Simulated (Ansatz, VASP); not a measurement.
# BAs: VASP beside Ansatz, part 2 of 2

Aim: how closely do two programs agree when they are given the same cell, functional and k mesh? The cell is taken from a series of runs on this material, whose earlier steps may have relaxed, scaled, displaced or heated it; both programs get it as it stands.

VASP 6.6.1 and Ansatz 0.2.0.

So far: The starting structure; Ansatz: relaxation of cell and atoms, r2SCAN.

## Step 3: VASP: relaxation of cell and atoms, r2SCAN

Level of this step: r2SCAN; plane waves and PAW (B, As) (VASP).

The same cell, functional and mesh now go to VASP, with its own data sets.

Lines of VASP's logs that name or quote its potential files are left out, and so is its time.

The input, INCAR:

```
SYSTEM = BAs
PREC = Accurate
ENCUT = 550
EDIFF = 1E-07
NELM = 120
ISMEAR = 0
SIGMA = 0.01
LREAL = .FALSE.
ALGO = Normal
METAGGA = R2SCAN
LASPH = .TRUE.
NBANDS = 10
LORBIT = 11
LWAVE = .FALSE.
LCHARG = .FALSE.
ISIF = 3
IBRION = 2
NSW = 80
EDIFFG = -0.005
GGA_COMPAT = .FALSE.
NELMIN = 4
EFERMI = MIDGAP
LMIXTAU = .TRUE.
```

The input, POSCAR:

```
BAs
1.0
    0.0000000000      2.3919170000      2.3919170000
    2.3919170000      0.0000000000      2.3919170000
    2.3919170000      2.3919170000      0.0000000000
B As
1 1
Direct
    0.0000000000      0.0000000000      0.0000000000
    0.2500000000      0.2500000000      0.2500000000
```

The input, KPOINTS:

```
Automatic mesh
0
Gamma
12 12 12
0 0 0
```

PAW data sets: B and As (PBE family, release 64).

Started as:

```bash
> mpirun -np 1 vasp_std
```

Numbers of over 12 decimals in the logs are rounded to 6 here.

Log:

```text
[banner, memory and clock lines left out]
running    1 mpi-ranks, on    1 nodes
 distrk:  each k-point on    1 cores,    1 groups
 distr:  one band on    1 cores,    1 groups

 POSCAR found type information on POSCAR B As
 POSCAR found :  2 types and       2 ions
|                                                                             |
|               ----> ADVICE to this user running VASP <----                  |
|                                                                             |
|     You enforced a specific xc type in the INCAR file but a different       |
|     [... a line on the potential file left out ...]
|     I HOPE YOU KNOW WHAT YOU ARE DOING!                                     |
|                                                                             |

 LDA part: xc-table for (None), standard interpolation
 POSCAR, INCAR and KPOINTS ok, starting setup
 FFT: planning ... GRIDC
 FFT: planning ... GRID_SOFT
 FFT: planning ... GRID
 WAVECAR not read
 entering main loop
       N       E                     dE             d eps       ncg     rms          rms(c)
DAV:   1     0.230218290242E+01    0.23022E+01   -0.40389E+03  1440   0.757E+02
DAV:   2    -0.232031233016E+02   -0.25505E+02   -0.24515E+02  2086   0.113E+02
DAV:   3    -0.238469946534E+02   -0.64387E+00   -0.64288E+00  1722   0.180E+01
DAV:   4    -0.238485315546E+02   -0.15369E-02   -0.15368E-02  1776   0.100E+00
DAV:   5    -0.238485336802E+02   -0.21257E-05   -0.21256E-05  1686   0.380E-02    0.496E+00
DAV:   6    -0.222002676068E+02    0.16483E+01   -0.95820E-01  1496   0.582E+00    0.286E+00
DAV:   7    -0.220367372358E+02    0.16353E+00   -0.37760E-01  1462   0.352E+00    0.812E-01
DAV:   8    -0.220599680409E+02   -0.23231E-01   -0.21152E-01  1444   0.345E+00    0.403E-01
DAV:   9    -0.222118584207E+02   -0.15189E+00   -0.18561E-02  1624   0.106E+00    0.204E-01
DAV:  10    -0.222189261143E+02   -0.70677E-02   -0.43017E-04  1670   0.170E-01    0.193E-01
DAV:  11    -0.222426424823E+02   -0.23716E-01   -0.17076E-03  1500   0.390E-01    0.113E-01
DAV:  12    -0.222569373769E+02   -0.14295E-01   -0.73358E-03  1482   0.754E-01    0.495E-02
DAV:  13    -0.222569494432E+02   -0.12066E-04   -0.85482E-05  1658   0.836E-02    0.343E-02
DAV:  14    -0.222569681481E+02   -0.18705E-04   -0.62853E-06  1614   0.234E-02    0.166E-02
DAV:  15    -0.222569950856E+02   -0.26938E-04   -0.12019E-05  1514   0.337E-02    0.235E-03
DAV:  16    -0.222570018875E+02   -0.68019E-05   -0.23575E-06  1602   0.136E-02    0.168E-03
DAV:  17    -0.222570019335E+02   -0.45933E-07   -0.90377E-07  1518   0.889E-03
   1 F= -.22257002E+02 E0= -.22257002E+02  d E =-.222570E+02
 curvature:   0.00 expect dE= 0.000E+00 dE for cont linesearch  0.000E+00
 trial: gam= 0.00000 g(F)=  0.155E-48 g(S)=  0.137E-03 ort = 0.000E+00 (trialstep = 0.100E+01)
 search vector abs. value=  0.137E-03
 bond charge predicted
       N       E                     dE             d eps       ncg     rms          rms(c)
DAV:   1    -0.222570445339E+02   -0.42646E-04   -0.24601E-03  1604   0.323E-01    0.543E-02
DAV:   2    -0.222570191202E+02    0.25414E-04   -0.97868E-05  1524   0.687E-02    0.273E-02
DAV:   3    -0.222570010266E+02    0.18094E-04   -0.39802E-05  1502   0.438E-02    0.116E-02
DAV:   4    -0.222570065599E+02   -0.55332E-05   -0.94923E-06  1490   0.256E-02    0.850E-03
DAV:   5    -0.222570040226E+02    0.25373E-05   -0.36999E-06  1502   0.166E-02    0.362E-03
DAV:   6    -0.222570073128E+02   -0.32903E-05   -0.16592E-06  1512   0.115E-02    0.159E-03
DAV:   7    -0.222570074554E+02   -0.14261E-06   -0.30599E-07  1528   0.529E-03    0.646E-04
DAV:   8    -0.222570075427E+02   -0.87290E-07   -0.98953E-09   858   0.920E-04
   2 F= -.22257008E+02 E0= -.22257008E+02  d E =-.560927E-05
 trial-energy change:   -0.000006  1 .order   -0.000013   -0.000137    0.000111
 step:   0.5073(harm=  0.5533)  dis= 0.00000  next Energy=   -22.257036 (dE=-0.338E-04)
 bond charge predicted
       N       E                     dE             d eps       ncg     rms          rms(c)
DAV:   1    -0.222570404736E+02   -0.33018E-04   -0.59752E-04  1594   0.159E-01    0.265E-02
DAV:   2    -0.222570347797E+02    0.56940E-05   -0.23659E-05  1518   0.339E-02    0.134E-02
DAV:   3    -0.222570325192E+02    0.22605E-05   -0.96012E-06  1484   0.216E-02    0.575E-03
DAV:   4    -0.222570341011E+02   -0.15819E-05   -0.22915E-06  1468   0.126E-02    0.422E-03
DAV:   5    -0.222570344983E+02   -0.39726E-06   -0.91810E-07  1488   0.828E-03    0.177E-03
DAV:   6    -0.222570349798E+02   -0.48149E-06   -0.40874E-07  1498   0.568E-03    0.799E-04
DAV:   7    -0.222570353120E+02   -0.33217E-06   -0.71161E-08  1128   0.255E-03    0.307E-04
DAV:   8    -0.222570352754E+02    0.36538E-07   -0.29008E-09   770   0.460E-04
   3 F= -.22257035E+02 E0= -.22257035E+02  d E =-.333420E-04
 curvature:  -0.27 expect dE=-0.131E-06 dE for cont linesearch -0.131E-06
 trial: gam=-0.05560 g(F)=  0.146E-47 g(S)=  0.479E-06 ort = 0.811E-05 (trialstep = 0.901E+00)
 search vector abs. value=  0.177E-08
 reached required accuracy - stopping structural energy minimisation
```

From OUTCAR (step 3):

```text
ion  position               nearest neighbor table
   1  0.000  0.000  0.000-   2 2.07   2 2.07   2 2.07   2 2.07
   2  0.250  0.250  0.250-   1 2.07   1 2.07   1 2.07   1 2.07

  LATTYP: Found a face centered cubic cell.
 ALAT       =     4.7838340000

 Subroutine GETGRP returns: Found 24 space group operations
 (whereof 24 operations were pure point group operations)

The static configuration has the point symmetry T_d .

 Found     72 irreducible k-points:

   k-points           NKPTS =     72   k-points in BZ     NKDIM =     72   number of bands    NBANDS=     10

   dimension x,y,z NGX =    28 NGY =   28 NGZ =   28
   dimension x,y,z NGXF=    56 NGYF=   56 NGZF=   56

   ENCUT  =  550.0 eV  40.42 Ry    6.36 a.u.   6.47  6.47  6.47*2*pi/ulx,y,z

   NELECT =       8.0000    total number of electrons

 k-points in reciprocal lattice and weights: Automatic mesh
   0.00000000  0.00000000  0.00000000       0.001
   0.08333333  0.00000000  0.00000000       0.005
   0.16666667  0.00000000  0.00000000       0.005
   0.25000000  0.00000000  0.00000000       0.005
   0.33333333  0.00000000  0.00000000       0.005
   0.41666667  0.00000000  0.00000000       0.005
   0.50000000  0.00000000  0.00000000       0.002
   0.08333333  0.08333333  0.00000000       0.003
   0.16666667  0.08333333  0.00000000       0.014
[...]
-0.33333333  0.50000000  0.16666667       0.007
  -0.25000000  0.50000000  0.25000000       0.003

 average (electrostatic) potential at core
       1 -28.2278       2 -53.3801

 E-fermi :   6.6509

 k-point     1 :       0.0000    0.0000    0.0000
  band No.  band energies     occupation
      1     -10.1445      2.00000
      2       5.9577      2.00000
      3       5.9577      2.00000
      4       5.9577      2.00000
      5       9.3965      0.00000
      6       9.3965      0.00000
      7       9.3965      0.00000
      8      11.0315      0.00000
      9      16.3046      0.00000
    ...

 k-point     2 :       0.0833    0.0000    0.0000
  band No.  band energies     occupation
      1     -10.0252      2.00000
      2       4.8657      2.00000
      3       5.7259      2.00000
      4       5.7259      2.00000
      5       9.6072      0.00000
      6       9.7019      0.00000
      7       9.7019      0.00000
      8      11.6632      0.00000
      9      16.7696      0.00000
    ...

 k-point     3 :       0.1667    0.0000    0.0000
  band No.  band energies     occupation
      1      -9.6713      2.00000
      2       2.8556      2.00000
      3       5.2360      2.00000
      4       5.2360      2.00000
      5       9.5194      0.00000
      6      10.3379      0.00000
      7      10.3379      0.00000
      8      13.0879      0.00000
      9      17.7373      0.00000
    ...

  Total        0.0025737      0.0025737      0.0025737      0.0000000     -0.0000000      0.0000000
  in kB        0.1504188      0.1504188      0.1504188      0.0000000     -0.0000000      0.0000000
  external PRESSURE =       0.1504188 kB  Pullay stress =       0.0000000 kB

  energy-cutoff  :      550.00
  volume of cell :       27.41
      direct lattice vectors                 reciprocal lattice vectors
     0.000000000  2.393191709  2.393191709    -0.208926012  0.208926012  0.208926012
     2.393191709  0.000000000  2.393191709     0.208926012 -0.208926012  0.208926012
     2.393191709  2.393191709  0.000000000     0.208926012  0.208926012 -0.208926012

 POSITION                                       TOTAL-FORCE (eV/Angst)
 -----------------------------------------------------------------------------------
      0.00000      0.00000      0.00000         0.000000      0.000000      0.000000
      1.19660      1.19660      1.19660        -0.000000     -0.000000     -0.000000
 -----------------------------------------------------------------------------------
    total drift:                               -0.000000     -0.000000     -0.000000

  FREE ENERGIE OF THE ION-ELECTRON SYSTEM (eV)
  ---------------------------------------------------
  free  energy   TOTEN  =       -22.2570352754 eV

  energy  without entropy=      -22.2570352754  energy(sigma->0) =      -22.25703528

 reached required accuracy - stopping structural energy minimisation

 total charge
# of ion       s       p       d       tot
------------------------------------------
    1        0.668   1.159   0.000   1.828
    2        1.172   1.691   0.091   2.954
--------------------------------------------------
tot          1.840   2.850   0.091   4.782

[... 3 further parts left out ...]
```

CONTCAR:

```
BAs
   1.00000000000000
     0.0000000000000000    2.3931917087413992    2.3931917087413992
     2.3931917087413992    0.0000000000000000    2.3931917087413992
     2.3931917087413992    2.3931917087413992    0.0000000000000000
  B               As
     1     1
Direct
     0.0000000000000000    0.0000000000000000    0.0000000000000000
     0.2500000000000000    0.2500000000000000    0.2500000000000000
```

The run keeps the 24 symmetry operations of its start, so it cannot find a distortion of lower symmetry.

## Step 4: Comparison

Known differences besides the potentials themselves: VASP keeps PBE cores, Ansatz makes them for the functional; fixed occupations in Ansatz, narrow Gaussian smearing in VASP; the data sets hold 18 valence electrons in Ansatz (on its default PAW (the set named soft_2) files) and 8 in VASP; the cutoff is 500 eV in Ansatz and 550 eV in VASP; Ansatz adds a Pulay correction to the stress that steers its cell, VASP none. Total energies have different zeros and are not compared.

The two programs side by side:

```tsv
quantity	Ansatz	VASP	difference
volume (Å³)	27.37	27.41	-0.16 %
edge a after relaxation, in the typed setting (Å)	3.383	3.385	-0.05 %
```

## Step 5: Outcome

| Property | Result |
| --- | --- |
| difference in volume (relaxation of cell and atoms, r2SCAN) | -0.16 % |

In words: The difference in volume is -0.16 % (relaxation of cell and atoms, r2SCAN), within the 1.2 % picked in this series as the mark of a large difference, as far as the stopping tolerances let one tell. The data sets hold unlike numbers of valence electrons (18 in Ansatz and 8 in VASP), so part of the differences comes from the potentials. How closely two codes agree says nothing of how well the functional describes the real material.

[Lines on the potential files, build, host, timing and source positions are cut from VASP's logs without a mark.]

[Logs are printed without paths, hosts, clocks, repeated set-up lines and the standing remarks that a program may print on its own settings, such as how far it seeks lower states.]

[Hosts, paths, dates, database ids (printed as entryN), source tags and the programs' standing remarks are cut or masked in the printed files.]
